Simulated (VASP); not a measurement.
# CaMg2 (P-62m) in VASP: a series of runs

One crystal, CaMg2, is run at these levels: LDA; tasks: single point, relaxation of cell and atoms.

All numbers are computed with VASP 6.6.1; they aren't measurements. Logs are shortened: lines on timing, memory, paths and dates and some standing lists are left out, and cuts for length are marked.

### 1 Starting point

The structure is hexagonal, space group P-62m (No. 189). The conventional cell has a = 6.090 Å, b = 6.090 Å, c = 5.397 Å, α = 90.00°, β = 90.00°, γ = 120.00°. Around Ca (site symmetry -6) lie 9 Mg at 3.43 to 3.52 Å and 3 Ca at 3.52 Å. Mg (site symmetry m2m) has 8 Mg at 3.23 to 3.67 Å and 4 Ca at 3.43 Å as nearest neighbours. Around Mg (site symmetry -62m) lie 6 Mg at 3.28 Å and 6 Ca at 3.52 Å.

The cell comes from a database or a generator and needn't be the stable form of this composition.

### 2 Single point, LDA (relaxed again under DFT LDA, scalar-relativistic, plane waves, PAW)

Contents of INCAR:

```
SYSTEM = CaMg2
ALGO = Fast
EDIFF = 1E-7
ENCUT = 520
GGA = CA
ISIF = 2
ISMEAR = 0
LASPH = .TRUE.
LCHARG = .FALSE.
LREAL = .FALSE.
LWAVE = .FALSE.
NBANDS = 23
NELM = 60
PREC = Accurate
SIGMA = 0.1
```

Contents of KPOINTS:

```
k-points
0
G
  9 9 6
  0 0 0
```

Contents of POSCAR:

```
CaMg2
1.0
    5.9177055474      0.0000000000      0.0000000000
   -2.9588527737      5.1248833361      0.0000000000
    0.0000000000      0.0000000000      5.2768910917
Ca Mg
2 4
Direct
    0.3333333333      0.6666666667      0.5000000000
    0.6666666667      0.3333333333      0.5000000000
    0.6918028438      0.0000000000      0.0000000000
    0.0000000000      0.6918028438      0.0000000000
    0.3081971562      0.3081971562      0.0000000000
    0.0000000000      0.0000000000      0.5000000000
```

Potentials or basis: VASP PAW LDA potentials, release 64 (Ca_sv, Mg).

Run with:

```sh
$ cat potpaw_LDA.64/Ca_sv/POTCAR potpaw_LDA.64/Mg/POTCAR > POTCAR
$ mpirun -np 1 vasp_std > vasp.out
```

OUTCAR:

```text
SYSTEM = CaMg2
   EDIFF = 1E-7
   ENCUT = 520
   GGA = CA
   ISIF = 2
   ISMEAR = 0
   LASPH = .TRUE.
   LREAL = .FALSE.
   NELM = 60
   PREC = Accurate

 ion  position               nearest neighbor table
   1  0.333  0.667  0.500-   4 3.34   4 3.34   3 3.34   3 3.34   5 3.34   5 3.34
   2  0.667  0.333  0.500-   3 3.34   3 3.34   4 3.34   4 3.34   5 3.34   5 3.34
   3  0.692  0.000  0.000-   5 3.16   4 3.16   6 3.21   6 3.21   2 3.34   2 3.34   1 3.34   1 3.34
                             4 3.55   5 3.55   5 3.55   4 3.55
   4  0.000  0.692  0.000-   5 3.16   3 3.16   6 3.21   6 3.21   1 3.34   1 3.34   2 3.34   2 3.34
                             3 3.55   5 3.55   5 3.55   3 3.55
   5  0.308  0.308  0.000-   4 3.16   3 3.16   6 3.21   6 3.21   1 3.34   1 3.34   2 3.34   2 3.34
                             3 3.55   4 3.55   4 3.55   3 3.55
   6  0.000  0.000  0.500-   4 3.21   5 3.21   4 3.21   5 3.21   3 3.21   3 3.21

  LATTYP: Found a hexagonal cell.
 ALAT       =     5.9177055474
 C/A-ratio  =     0.8917123452

  Lattice vectors:

 A1 = (   5.9177055474,   0.0000000000,   0.0000000000)
 A2 = (  -2.9588527737,   5.1248833361,   0.0000000000)
 A3 = (   0.0000000000,   0.0000000000,   5.2768910917)

Analysis of symmetry for initial positions (statically):
=====================================================================
 Subroutine PRICEL returns:
 Original cell was already a primitive cell.

 Routine SETGRP: Setting up the symmetry group for a
 hexagonal supercell.

 Subroutine GETGRP returns: Found 12 space group operations
 (whereof 12 operations were pure point group operations)
 out of a pool of 24 trial point group operations.

The static configuration has the point symmetry D_3h.

Analysis of symmetry for dynamics (positions and initial velocities):
=====================================================================
 Subroutine PRICEL returns:
 Original cell was already a primitive cell.

 Routine SETGRP: Setting up the symmetry group for a
 hexagonal supercell.

 Subroutine GETGRP returns: Found 12 space group operations
 (whereof 12 operations were pure point group operations)
 out of a pool of 24 trial point group operations.

The dynamic configuration has the point symmetry D_3h.

 Subroutine INISYM returns: Found 12 space group operations
 (whereof 12 operations are pure point group operations),
 and found     1 'primitive' translations

----------------------------------------------------------------------------------------

                                     Primitive cell

  volume of cell :     160.0352

  direct lattice vectors                    reciprocal lattice vectors
     5.917705547  0.000000000  0.000000000     0.168984413  0.097563197  0.000000000
    -2.958852774  5.124883336  0.000000000     0.000000000  0.195126393  0.000000000
     0.000000000  0.000000000  5.276891092     0.000000000  0.000000000  0.189505522

  length of vectors
     5.917705547  5.917705547  5.276891092     0.195126393  0.195126393  0.189505522

  position of ions in fractional coordinates (direct lattice)
     0.333333333  0.666666667  0.500000000
     0.666666667  0.333333333  0.500000000
     0.691802844  0.000000000  0.000000000
     0.000000000  0.691802844  0.000000000
     0.308197156  0.308197156  0.000000000
     0.000000000  0.000000000  0.500000000

  ion indices of the primitive-cell ions
   primitive index   ion index
                 1           1
                 2           2
                 3           3
                 4           4
                 5           5
                 6           6

----------------------------------------------------------------------------------------

 KPOINTS: k-points

Automatic generation of k-mesh.
 Grid dimensions read from file:
 generate k-points for:    9    9    6

 Generating k-lattice:

  Cartesian coordinates                     Fractional coordinates (reciprocal lattice)
     0.018776046  0.010840355  0.000000000     0.111111111  0.000000000  0.000000000
     0.000000000  0.021680710  0.000000000     0.000000000  0.111111111  0.000000000
     0.000000000  0.000000000  0.031584254     0.000000000  0.000000000  0.166666667

  Length of vectors
     0.021680710  0.021680710  0.031584254

  Shift w.r.t. Gamma in fractional coordinates (k-lattice)
     0.000000000  0.000000000  0.000000000

 Subroutine IBZKPT returns following result:
 ===========================================

 Found     48 irreducible k-points:

 Following reciprocal coordinates:
            Coordinates               Weight
  0.000000  0.000000  0.000000      1.000000
  0.111111  0.000000  0.000000      6.000000
  0.222222  0.000000  0.000000      6.000000
  0.333333  0.000000  0.000000      6.000000
  0.444444  0.000000  0.000000      6.000000
  0.111111  0.111111  0.000000      6.000000
[... 16 lines left out ...]
  0.333333  0.222222  0.166667     24.000000
  0.333333  0.333333  0.166667      4.000000
 [... further k-points ...]
   k-points           NKPTS =     48   k-points in BZ     NKDIM =     48   number of bands    NBANDS=     23
   number of dos      NEDOS =    301   number of ions     NIONS =      6
   total plane-waves  NPLWV =  92160
   dimension x,y,z NGX =    48 NGY =   48 NGZ =   40
   dimension x,y,z NGXF=    96 NGYF=   96 NGZF=   80
   ions per type =               2   4
   NGX,Y,Z   is equivalent  to a cutoff of  13.48, 13.48, 12.60 a.u.
   NGXF,Y,Z  is equivalent  to a cutoff of  26.97, 26.97, 25.20 a.u.
 SYSTEM =  CaMg2
   PREC   = accura    normal or accurate (medium, high low for compatibility)
   ISTART =      0    job   : 0-new  1-cont  2-samecut
   ICHARG =      2    charge: 1-file 2-atom 10-const
   ISPIN  =      1    spin polarized calculation?
   LNONCOLLINEAR =      F non collinear calculations
   LSORBIT =      F    spin-orbit coupling
   LASPH  =      T    aspherical Exc in radial PAW
   ENCUT  =  520.0 eV  38.22 Ry    6.18 a.u.  11.00 11.00  9.81*2*pi/ulx,y,z
   NELM   =     60;   NELMIN=  2; NELMDL= -5     # of ELM steps
   EDIFF  = 0.1E-06   stopping-criterion for ELM
   LREAL  =      F    real-space projection
   EDIFFG = 0.1E-05   stopping-criterion for IOM
   NSW    =      0    number of steps for IOM
   IBRION =     -1    ionic relax: 0-MD 1-quasi-New 2-CG
   NFREE  =      0    steps in history (QN), initial steepest desc. (CG)
   ISIF   =      2    stress and relaxation
   ISYM   =      2    0-nonsym 1-usesym 2-fastsym
   POTIM  = 0.5000    time-step for ionic-motion
   TEBEG  =    0.0;   TEEND  =   0.0 temperature during run
   PSTRESS=    0.0 pullay stress
   NELECT =      28.0000    total number of electrons
   NUPDOWN=      -1.0000    fix difference up-down
   EMIN   =  10.00;   EMAX   =-10.00  energy-range for DOS
   EFERMI =   0.00;   METHOD = LEGACY
   ISMEAR =     0;   SIGMA  =   0.10  broadening in eV -4-tet -1-fermi 0-gaus
   EFERMI_NEDOS =   21; number of points for ismear=-14 and -15
   IALGO  =     68    algorithm
   IMIX   =      4    mixing-type and parameters
     AMIX     =   0.40;   BMIX     =  1.00
     AMIX_MAG =   1.60;   BMIX_MAG =  1.00
  volume/ion in A,a.u.               =      26.67       180.00
  Fermi-wavevector in a.u.,A,eV,Ry     =   0.915635  1.730299 11.406952  0.838387
  Thomas-Fermi vector in A             =   2.040399
   LORBIT       =      0    0 simple, 1 ext, 2 COOP (PROOUT), +10 PAW based schemes
   GGA     = CA    functional components
   LHFCALC =     F    Hartree Fock is set to
   AEXX    =    0.0000 exact exchange contribution
   IVDW    =     0    specifies the selected vdW correction
   LEPSILON=     F    determine dielectric tensor
   LRPA    =     F    only Hartree local field effects (RPA)
 non-spin polarized calculation
 RMM-DIIS sequential band-by-band and
 Gauss-broadening in eV      SIGMA  =   0.10
  energy-cutoff  :      520.00
  volume of cell :      160.04
 maximum number of plane-waves:      4347
 NGX is ok and might be reduce to    48
   NGX = 21   NGY = 21   NGZ = 19

 number of electron      27.9999994 magnetization

 Free energy of the ion-electron system (eV)
  ---------------------------------------------------
  ext. energy  EPLUGINS =         0.00000000
  ---------------------------------------------------
  free energy    TOTEN  =       -11.82915332 eV

  energy without entropy =      -11.80501551  energy(sigma->0) =      -11.81708442

 E-fermi :   2.4101     XC(G=0):  -8.6782

 val. band max:        2.3901813647   @ k =   0.0000   0.0000   0.0000
 cond. band min:       2.4156501034   @ k =   0.2222   0.1111   0.3333
 fundamental gap:      0.0254687387
 Fermi energy:         2.4101049475

 k-point     1 :       0.0000    0.0000    0.0000
  band No.  band energies     occupation
      1     -38.4831      2.00000
      2     -38.4410      2.00000
      3     -19.9096      2.00000
      4     -19.9096      2.00000
      5     -19.8080      2.00000
      6     -19.7559      2.00000
[... 15 lines left out ...]
     22       5.4804      0.00000
     23       5.4804      0.00000

 k-point     2 :       0.1111    0.0000    0.0000
  band No.  band energies     occupation
      1     -38.4819      2.00000
      2     -38.4422      2.00000
      3     -19.9118      2.00000
      4     -19.9055      2.00000
      5     -19.8067      2.00000
      6     -19.7573      2.00000
[... 15 lines left out ...]
     22       5.4132      0.00000
     23       5.5289      0.00000

 k-point     3 :       0.2222    0.0000    0.0000
  band No.  band energies     occupation
      1     -38.4788      2.00000
      2     -38.4454      2.00000
      3     -19.9171      2.00000
      4     -19.8940      2.00000
      5     -19.8027      2.00000
      6     -19.7613      2.00000
[... 15 lines left out ...]
     22       5.4120      0.00000
     23       5.5096      0.00000
[... 495 lines left out ...]
 k-point    23 :       0.3333    0.2222    0.1667
  band No.  band energies     occupation
      1     -38.4669      2.00000
      2     -38.4573      2.00000
      3     -19.9336      2.00000
      4     -19.8416      2.00000
      5     -19.7889      2.00000
      6     -19.7858      2.00000
[... 15 lines left out ...]
     22       5.9440      0.00000
     23       6.0664      0.00000

 k-point    24 :       0.3333    0.3333    0.1667
  band No.  band energies     occupation
      1     -38.4621      2.00000
      2     -38.4621      2.00000
      3     -19.9361      2.00000
      4     -19.8137      2.00000
      5     -19.8137      2.00000
      6     -19.7829      2.00000
[... 15 lines left out ...]
     22       6.1585      0.00000
     23       6.1697      0.00000

 [... further k-points ...]

------------------------ aborting loop because EDIFF is reached ----------------------------------------

  FORCE on cell =-STRESS in cart. coord.  units (eV):
  Direction    XX          YY          ZZ          XY          YZ          ZX
  --------------------------------------------------------------------------------------
  -------------------------------------------------------------------------------------
  Total       -0.2373431     -0.2373431     -0.2116051      0.0000000      0.0000000      0.0000000
  in kB       -2.3761382     -2.3761382     -2.1184645      0.0000000      0.0000000      0.0000000
  external PRESSURE =      -2.2902470 kB  Pullay stress =       0.0000000 kB

 VOLUME and BASIS-vectors are now :
 -----------------------------------------------------------------------------
  energy-cutoff  :      520.00
  volume of cell :      160.04
      direct lattice vectors                 reciprocal lattice vectors
     5.917705547  0.000000000  0.000000000     0.168984413  0.097563197  0.000000000
    -2.958852774  5.124883336  0.000000000     0.000000000  0.195126393  0.000000000
     0.000000000  0.000000000  5.276891092     0.000000000  0.000000000  0.189505522

 POSITION                                       TOTAL-FORCE (eV/Angst)
 -----------------------------------------------------------------------------------
     -0.00000      3.41659      2.63845        -0.000000     -0.000000     -0.000000
      2.95885      1.70829      2.63845        -0.000000      0.000000     -0.000000
      4.09389      0.00000      0.00000         0.000712     -0.000000      0.000000
     -2.04694      3.54541      0.00000        -0.000356      0.000616     -0.000000
      0.91191      1.57947      0.00000        -0.000356     -0.000616      0.000000
      0.00000      0.00000      2.63845        -0.000000      0.000000     -0.000000
 -----------------------------------------------------------------------------------
    total drift:                                0.000000      0.000000     -0.000000

  FREE ENERGIE OF THE ION-ELECTRON SYSTEM (eV)
  ---------------------------------------------------
  free  energy   TOTEN  =       -11.8291533227 eV

  energy  without entropy=      -11.8050155120  energy(sigma->0) =      -11.81708442
```

It took 7.8 min on 1 thread of Intel Xeon Platinum 8259CL at 2.50GHz (Skylake/Cascade Lake), shared host; peak memory 0.33 GiB.

What came out:

```yaml
Free_energy: -11.8292 eV
Pressure: -0.2 GPa
Band_gap_on_the_k_mesh: none (metal or under the smearing width)
```

Levels at points of the mesh, in eV from the Fermi level:
| k point | band 12 | band 13 | band 14 | band 15 | band 16 | band 17 |
| --- | --- | --- | --- | --- | --- | --- |
| (0.00, 0.00, 0.00) | -1.00 | -0.61 | -0.06 | -0.02 | -0.02 | -0.02 |
| (0.00, 0.00, 0.50) | -0.20 | -0.18 | -0.18 | 0.13 | 0.32 | 0.32 |

(Part 1 of 2 ends here.)
